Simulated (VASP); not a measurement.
# In2Te2O (P4/nmm) in VASP: density of states with PBE

Aim: the density of states of In2Te2O with PBE.

Program: VASP 6.6.1. These are calculated values, not measurements. Logs are shortened: lines on timing, memory, paths and dates and some standing lists are left out, and cuts for length are marked.

## Step 1: Starting point

Symmetry: P4/nmm, No. 129, tetragonal system. Conventional cell: a = 3.949 Å, b = 3.949 Å, c = 17.013 Å, α = 90.00°, β = 90.00°, γ = 90.00°. Around In (site symmetry 4mm) lie 5 Te at 2.84 to 2.99 Å. In (site symmetry 4mm) has 4 O at 2.24 Å as nearest neighbours. Te (site symmetry 4mm) has 1 In at 2.84 Å as nearest neighbours. Te (site symmetry 4mm) is surrounded by 4 In at 2.99 Å. Around O (site symmetry -4m2) lie 4 In at 2.24 Å.

The cell was built by a generator and needn't be a form met in nature.

## Step 2: Density of states, PBE

Input file POSCAR:

```
In2Te2O
1.0
    3.9487500000      0.0000000000      0.0000000000
    0.0000000000      3.9487500000      0.0000000000
    0.0000000000      0.0000000000     17.0128400000
In Te O
4 4 2
Direct
    0.0000000000      0.5000000000      0.6648710000
    0.5000000000      0.0000000000      0.9382500000
    0.0000000000      0.5000000000      0.0617500000
    0.5000000000      0.0000000000      0.3351290000
    0.0000000000      0.5000000000      0.8318550000
    0.5000000000      0.0000000000      0.6021170000
    0.5000000000      0.0000000000      0.1681450000
    0.0000000000      0.5000000000      0.3978830000
    0.0000000000      0.0000000000      0.0000000000
    0.5000000000      0.5000000000      0.0000000000
```

Input file INCAR.step1:

```
SYSTEM = In2Te2O
PREC = Accurate
ENCUT = 520
EDIFF = 1E-7
ISMEAR = 0
SIGMA = 0.1
LREAL = .FALSE.
LASPH = .TRUE.
NELM = 60
ALGO = Normal
ISIF = 2
LWAVE = .FALSE.
LCHARG = .TRUE.
GGA = PE
NBANDS = 55
KPAR = 4
```

Input file KPOINTS.step1:

```
Automatic mesh
0
G
  8 8 2
  0 0 0
```

Input file INCAR.step2:

```
SYSTEM = In2Te2O
PREC = Accurate
ENCUT = 520
EDIFF = 1E-7
ISMEAR = -5
SIGMA = 0.1
LREAL = .FALSE.
LASPH = .TRUE.
NELM = 60
ALGO = Normal
ISIF = 2
LWAVE = .FALSE.
LCHARG = .FALSE.
GGA = PE
LORBIT = 11
NBANDS = 55
KPAR = 4
NEDOS = 1001
ICHARG = 11
```

Input file KPOINTS.step2:

```
Automatic mesh
0
G
  12 12 3
  0 0 0
```

Potentials or basis: VASP PAW PBE potentials, release 64 (In_d, Te, O).

Launch:

```bash
$ cat potpaw_PBE.64/In_d/POTCAR potpaw_PBE.64/Te/POTCAR potpaw_PBE.64/O/POTCAR > POTCAR
$ cp INCAR.step1 INCAR
$ cp KPOINTS.step1 KPOINTS
$ mpirun -np 4 vasp_std > vasp.out
$ cp INCAR.step2 INCAR
$ cp KPOINTS.step2 KPOINTS
$ mpirun -np 4 vasp_std > vasp.out
```

OUTCAR:

```text
SYSTEM = In2Te2O
   PREC = Accurate
   ENCUT = 520
   EDIFF = 1E-7
   ISMEAR = -5
   LREAL = .FALSE.
   LASPH = .TRUE.
   NELM = 60
   ISIF = 2
   GGA = PE
   LORBIT = 11
   ICHARG = 11

 ion  position               nearest neighbor table
   1  0.000  0.500  0.665-   5 2.84   6 2.99   6 2.99   6 2.99   6 2.99
   2  0.500  0.000  0.938-   9 2.24  10 2.24  10 2.24   9 2.24   5 3.33   5 3.33   5 3.33   5 3.33
                             3 3.49   3 3.49   3 3.49   3 3.49
   3  0.000  0.500  0.062-   9 2.24  10 2.24   9 2.24  10 2.24   7 3.33   7 3.33   7 3.33   7 3.33
                             2 3.49   2 3.49   2 3.49   2 3.49
   4  0.500  0.000  0.335-   7 2.84   8 2.99   8 2.99   8 2.99   8 2.99
   5  0.000  0.500  0.832-   1 2.84   2 3.33   2 3.33   2 3.33   2 3.33
   6  0.500  0.000  0.602-   1 2.99   1 2.99   1 2.99   1 2.99
   7  0.500  0.000  0.168-   4 2.84   3 3.33   3 3.33   3 3.33   3 3.33
   8  0.000  0.500  0.398-   4 2.99   4 2.99   4 2.99   4 2.99
   9  0.000  0.000  0.000-   2 2.24   3 2.24   3 2.24   2 2.24
  10  0.500  0.500  0.000-   2 2.24   3 2.24   2 2.24   3 2.24

  LATTYP: Found a simple tetragonal cell.
 ALAT       =     3.9487500000
 C/A-ratio  =     4.3084115226

  Lattice vectors:

 A1 = (   3.9487500000,   0.0000000000,   0.0000000000)
 A2 = (   0.0000000000,   3.9487500000,   0.0000000000)
 A3 = (   0.0000000000,   0.0000000000,  17.0128400000)

Analysis of symmetry for initial positions (statically):
=====================================================================
 Subroutine PRICEL returns:
 Original cell was already a primitive cell.

 Routine SETGRP: Setting up the symmetry group for a
 simple tetragonal supercell.

 Subroutine GETGRP returns: Found 16 space group operations
 (whereof  8 operations were pure point group operations)
 out of a pool of 16 trial point group operations.

The static configuration has the point symmetry D_2d.
 The point group associated with its full space group is D_4h.

Analysis of symmetry for dynamics (positions and initial velocities):
=====================================================================
 Subroutine PRICEL returns:
 Original cell was already a primitive cell.

 Routine SETGRP: Setting up the symmetry group for a
 simple tetragonal supercell.

 Subroutine GETGRP returns: Found 16 space group operations
 (whereof  8 operations were pure point group operations)
 out of a pool of 16 trial point group operations.

The dynamic configuration has the point symmetry D_2d.
 The point group associated with its full space group is D_4h.

 Subroutine INISYM returns: Found 16 space group operations
 (whereof  8 operations are pure point group operations),
 and found     1 'primitive' translations

----------------------------------------------------------------------------------------

                                     Primitive cell

  volume of cell :     265.2749

  direct lattice vectors                    reciprocal lattice vectors
     3.948750000  0.000000000  0.000000000     0.253244698  0.000000000  0.000000000
     0.000000000  3.948750000  0.000000000     0.000000000  0.253244698  0.000000000
     0.000000000  0.000000000 17.012840000     0.000000000  0.000000000  0.058779134

  length of vectors
     3.948750000  3.948750000 17.012840000     0.253244698  0.253244698  0.058779134

  position of ions in fractional coordinates (direct lattice)
     0.000000000  0.500000000  0.664871000
     0.500000000  0.000000000  0.938250000
     0.000000000  0.500000000  0.061750000
     0.500000000  0.000000000  0.335129000
     0.000000000  0.500000000  0.831855000
     0.500000000  0.000000000  0.602117000
     0.500000000  0.000000000  0.168145000
     0.000000000  0.500000000  0.397883000
     0.000000000  0.000000000  0.000000000
     0.500000000  0.500000000  0.000000000

  ion indices of the primitive-cell ions
   primitive index   ion index
                 1           1
                 2           2
                 3           3
                 4           4
                 5           5
                 6           6
                 7           7
                 8           8
                 9           9
                10          10

----------------------------------------------------------------------------------------

 KPOINTS: Automatic mesh

Automatic generation of k-mesh.
 Grid dimensions read from file:
 generate k-points for:   12   12    3

 Generating k-lattice:

  Cartesian coordinates                     Fractional coordinates (reciprocal lattice)
     0.021103725  0.000000000  0.000000000     0.083333333  0.000000000  0.000000000
     0.000000000  0.021103725  0.000000000     0.000000000  0.083333333  0.000000000
     0.000000000  0.000000000  0.019593045     0.000000000  0.000000000  0.333333333

  Length of vectors
     0.021103725  0.021103725  0.019593045

  Shift w.r.t. Gamma in fractional coordinates (k-lattice)
     0.000000000  0.000000000  0.000000000

 TETIRR: Found    654 inequivalent tetrahedra from     2592

 Subroutine IBZKPT returns following result:
 ===========================================

 Found     56 irreducible k-points:

 Following reciprocal coordinates:
            Coordinates               Weight
  0.000000  0.000000  0.000000      1.000000
  0.083333  0.000000  0.000000      4.000000
  0.166667  0.000000  0.000000      4.000000
  0.250000  0.000000  0.000000      4.000000
  0.333333  0.000000  0.000000      4.000000
  0.416667  0.000000  0.000000      4.000000
[... 16 lines left out ...]
  0.333333  0.333333  0.000000      4.000000
  0.416667  0.333333  0.000000      8.000000
 [... further k-points ...]
   k-points           NKPTS =     56   k-points in BZ     NKDIM =     56   number of bands    NBANDS=     55
   number of dos      NEDOS =   1001   number of ions     NIONS =     10
   total plane-waves  NPLWV = 115200
   dimension x,y,z NGX =    30 NGY =   30 NGZ =  128
   dimension x,y,z NGXF=    60 NGYF=   60 NGZF=  256
   ions per type =               4   4   2
   NGX,Y,Z   is equivalent  to a cutoff of  12.63, 12.63, 12.51 a.u.
   NGXF,Y,Z  is equivalent  to a cutoff of  25.26, 25.26, 25.02 a.u.
 SYSTEM =  In2Te2O
   PREC   = accura    normal or accurate (medium, high low for compatibility)
   ISTART =      0    job   : 0-new  1-cont  2-samecut
   ICHARG =     11    charge: 1-file 2-atom 10-const
   ISPIN  =      1    spin polarized calculation?
   LNONCOLLINEAR =      F non collinear calculations
   LSORBIT =      F    spin-orbit coupling
   LASPH  =      T    aspherical Exc in radial PAW
   ENCUT  =  520.0 eV  38.22 Ry    6.18 a.u.   7.34  7.34 31.63*2*pi/ulx,y,z
   NELM   =     60;   NELMIN=  2; NELMDL=  0     # of ELM steps
   EDIFF  = 0.1E-06   stopping-criterion for ELM
   LREAL  =      F    real-space projection
   EDIFFG = 0.1E-05   stopping-criterion for IOM
   NSW    =      0    number of steps for IOM
   IBRION =     -1    ionic relax: 0-MD 1-quasi-New 2-CG
   NFREE  =      0    steps in history (QN), initial steepest desc. (CG)
   ISIF   =      2    stress and relaxation
   ISYM   =      2    0-nonsym 1-usesym 2-fastsym
   POTIM  = 0.5000    time-step for ionic-motion
   TEBEG  =    0.0;   TEEND  =   0.0 temperature during run
   PSTRESS=    0.0 pullay stress
   NELECT =      88.0000    total number of electrons
   NUPDOWN=      -1.0000    fix difference up-down
   EMIN   =  10.00;   EMAX   =-10.00  energy-range for DOS
   EFERMI =   0.00;   METHOD = LEGACY
   ISMEAR =    -5;   SIGMA  =   0.10  broadening in eV -4-tet -1-fermi 0-gaus
   EFERMI_NEDOS =   21; number of points for ismear=-14 and -15
   IALGO  =     38    algorithm
   IMIX   =      4    mixing-type and parameters
     AMIX     =   0.40;   BMIX     =  1.00
     AMIX_MAG =   1.60;   BMIX_MAG =  1.00
  volume/ion in A,a.u.               =      26.53       179.02
  Fermi-wavevector in a.u.,A,eV,Ry     =   1.133279  2.141588 17.474267  1.284322
  Thomas-Fermi vector in A             =   2.269982
   LORBIT       =     11    0 simple, 1 ext, 2 COOP (PROOUT), +10 PAW based schemes
   GGA     = PE    functional components
   LHFCALC =     F    Hartree Fock is set to
   AEXX    =    0.0000 exact exchange contribution
   IVDW    =     0    specifies the selected vdW correction
   LEPSILON=     F    determine dielectric tensor
   LRPA    =     F    only Hartree local field effects (RPA)
 non-spin polarized calculation
 Fermi weights with tetrahedron method with Bloechl corrections
  energy-cutoff  :      520.00
  volume of cell :      265.27
 maximum number of plane-waves:      7231
 NGX is ok and might be reduce to    30

 number of electron      88.0000032 magnetization

 Free energy of the ion-electron system (eV)
  ---------------------------------------------------
  ext. energy  EPLUGINS =         0.00000000
  ---------------------------------------------------
  free energy    TOTEN  =       -37.84724525 eV

  energy without entropy =      -37.84724525  energy(sigma->0) =      -37.84724525

 E-fermi :   5.4877     XC(G=0):  -9.3795

 val. band max:        5.5806500521   @ k =   0.5000   0.0000   0.0000
 cond. band min:       5.4345749994   @ k =   0.3333   0.3333   0.0000
 fundamental gap:     -0.1460750527
 Fermi energy:         5.4877468141

 k-point     1 :       0.0000    0.0000    0.0000
  band No.  band energies     occupation
      1     -13.2885      2.00000
      2     -12.4194      2.00000
      3      -9.1136      2.00000
      4      -9.1125      2.00000
      5      -9.0379      2.00000
      6      -9.0379      2.00000
[... 47 lines left out ...]
     54      10.5686      0.00000
     55      11.2383      0.00000

 k-point     2 :       0.0833    0.0000    0.0000
  band No.  band energies     occupation
      1     -13.2690      2.00000
      2     -12.4291      2.00000
      3      -9.1105      2.00000
      4      -9.1094      2.00000
      5      -9.0343      2.00000
      6      -9.0343      2.00000
[... 47 lines left out ...]
     54      10.6736      0.00000
     55      11.0885      0.00000

 k-point     3 :       0.1667    0.0000    0.0000
  band No.  band energies     occupation
      1     -13.2129      2.00000
      2     -12.4590      2.00000
      3      -9.1026      2.00000
      4      -9.1016      2.00000
      5      -9.0245      2.00000
      6      -9.0244      2.00000
[... 1152 lines left out ...]
 k-point    23 :       0.3333    0.3333    0.0000
  band No.  band energies     occupation
      1     -12.8470      2.00000
      2     -12.6278      2.00000
      3      -9.1199      2.00000
      4      -9.1199      2.00000
      5      -9.0478      2.00000
      6      -9.0474      2.00000
[... 47 lines left out ...]
     54      10.7590      0.00000
     55      11.1980      0.00000

 k-point    24 :       0.4167    0.3333    0.0000
  band No.  band energies     occupation
      1     -12.7791      2.00000
      2     -12.6656      2.00000
      3      -9.1369      2.00000
      4      -9.1368      2.00000
      5      -9.0435      2.00000
      6      -9.0434      2.00000
[... 47 lines left out ...]
     54      10.6145      0.00000
     55      10.8522      0.00000

 [... further k-points ...]

------------------------ aborting loop because EDIFF is reached ----------------------------------------

  FORCE on cell =-STRESS in cart. coord.  units (eV):
  Direction    XX          YY          ZZ          XY          YZ          ZX
  --------------------------------------------------------------------------------------
  -------------------------------------------------------------------------------------
  Total        0.1386479      0.1386479      0.9247283      0.0000000      0.0000000      0.0000000
  in kB        0.8373903      0.8373903      5.5850700      0.0000000      0.0000000      0.0000000
  external PRESSURE =       2.4199502 kB  Pullay stress =       0.0000000 kB

 VOLUME and BASIS-vectors are now :
 -----------------------------------------------------------------------------
  energy-cutoff  :      520.00
  volume of cell :      265.27
      direct lattice vectors                 reciprocal lattice vectors
     3.948750000  0.000000000  0.000000000     0.253244698  0.000000000  0.000000000
     0.000000000  3.948750000  0.000000000     0.000000000  0.253244698  0.000000000
     0.000000000  0.000000000 17.012840000     0.000000000  0.000000000  0.058779134

 POSITION                                       TOTAL-FORCE (eV/Angst)
 -----------------------------------------------------------------------------------
      0.00000      1.97437     11.31134        -0.000000     -0.000000     -0.074229
      1.97437      0.00000     15.96230        -0.000000     -0.000000      0.045166
      0.00000      1.97437      1.05054        -0.000000     -0.000000     -0.045166
      1.97437      0.00000      5.70150         0.000000      0.000000      0.074229
      0.00000      1.97437     14.15222        -0.000000     -0.000000      0.022001
      1.97437      0.00000     10.24372         0.000000     -0.000000      0.027106
      1.97437      0.00000      2.86062        -0.000000     -0.000000     -0.022001
      0.00000      1.97437      6.76912        -0.000000     -0.000000     -0.027106
      0.00000      0.00000      0.00000        -0.000000     -0.000000      0.000000
      1.97437      1.97437      0.00000        -0.000000      0.000000      0.000000
 -----------------------------------------------------------------------------------
    total drift:                                0.000000      0.000000      0.000000

  FREE ENERGIE OF THE ION-ELECTRON SYSTEM (eV)
  ---------------------------------------------------
  free  energy   TOTEN  =       -37.8472452528 eV

  energy  without entropy=      -37.8472452528  energy(sigma->0) =      -37.84724525

 total charge

# of ion       s       p       d       tot
------------------------------------------
    1        0.881   0.556   9.883  11.320
    2        0.685   0.527   9.969  11.181
    3        0.685   0.527   9.969  11.181
    4        0.881   0.556   9.883  11.320
    5        1.398   1.907   0.018   3.323
    6        1.390   1.977   0.026   3.393
    7        1.398   1.907   0.018   3.323
    8        1.390   1.977   0.026   3.393
    9        1.576   3.398   0.000   4.973
   10        1.576   3.398   0.000   4.973
--------------------------------------------------
tot         11.860  16.730  39.791  68.381
```

Run time: 3.2 min. Hardware: 4 MPI ranks of Intel Xeon 6975P-C (Granite Rapids), shared host; peak memory 0.75 GiB.

What came out:

| Property | Result |
| --- | --- |
| Valence electrons inside the program's atomic spheres | In 11.32, 11.18; Te 3.32, 3.39; O 4.97 |

Levels at points of the mesh, in eV from the Fermi level:
```tsv
k point	band 42	band 43	band 44	band 45	band 46	band 47
(0.00, 0.00, 0.00)	-0.17	-0.17	0.04	0.04	0.64	0.74
(0.50, 0.00, 0.00)	0.09	0.38	0.38	1.53	1.53	2.03
(0.50, 0.50, 0.00)	-1.49	-1.27	-1.27	-0.63	-0.63	-0.34
```

States per cell in windows of 0.5 eV (zero at the Fermi level; states under -8 eV left out):
```
from (eV)  total  O9_p  O10_p  Te6_p  Te8_p  Te5_p  Te7_p
     -8.0   0.00  0.00   0.00   0.00   0.00   0.00   0.00
     -7.5   0.00  0.00   0.00   0.00   0.00   0.00   0.00
     -7.0   0.54  0.09   0.09   0.00   0.00   0.00   0.00
     -6.5   1.88  0.20   0.20   0.04   0.04   0.02   0.02
     -6.0   2.01  0.15   0.15   0.06   0.06   0.04   0.04
     -5.5   2.21  0.12   0.12   0.08   0.08   0.05   0.05
     -5.0   1.55  0.19   0.19   0.04   0.04   0.03   0.03
     -4.5   2.71  0.43   0.43   0.04   0.04   0.07   0.07
     -4.0   1.64  0.24   0.24   0.06   0.06   0.04   0.04
     -3.5   2.50  0.26   0.26   0.13   0.13   0.11   0.11
     -3.0   4.02  0.41   0.41   0.20   0.20   0.22   0.22
     -2.5   3.98  0.48   0.48   0.22   0.22   0.21   0.21
     -2.0   4.19  0.58   0.58   0.23   0.23   0.26   0.26
     -1.5   3.74  0.14   0.14   0.38   0.38   0.31   0.31
     -1.0   2.97  0.04   0.04   0.36   0.36   0.25   0.25
     -0.5   2.23  0.03   0.03   0.15   0.15   0.31   0.31
      0.0   1.40  0.03   0.03   0.04   0.04   0.21   0.21
      0.5   0.93  0.03   0.03   0.04   0.04   0.04   0.04
      1.0   2.03  0.08   0.08   0.09   0.09   0.10   0.10
      1.5   2.11  0.10   0.10   0.10   0.10   0.11   0.11
      2.0   1.50  0.05   0.05   0.10   0.10   0.10   0.10
      2.5   0.99  0.01   0.01   0.02   0.02   0.03   0.03
      3.0   1.55  0.01   0.01   0.04   0.04   0.04   0.04
      3.5   2.49  0.02   0.02   0.08   0.08   0.05   0.05
      4.0   2.67  0.02   0.02   0.10   0.10   0.04   0.04
      4.5   2.28  0.02   0.02   0.06   0.06   0.04   0.04
      5.0   2.93  0.05   0.05   0.08   0.08   0.03   0.03
      5.5   1.23  0.02   0.02   0.03   0.03   0.02   0.02
      6.0   0.00  0.00   0.00   0.00   0.00   0.00   0.00
      6.5   0.00  0.00   0.00   0.00   0.00   0.00   0.00
```

Caveat: this functional lacks dispersion, which binds the layers, so the pressure and a relaxed spacing across them are unreliable; tetrahedron occupations give inexact forces and stress in metals. Spin-orbit coupling is left out, which matters for the levels of Te.
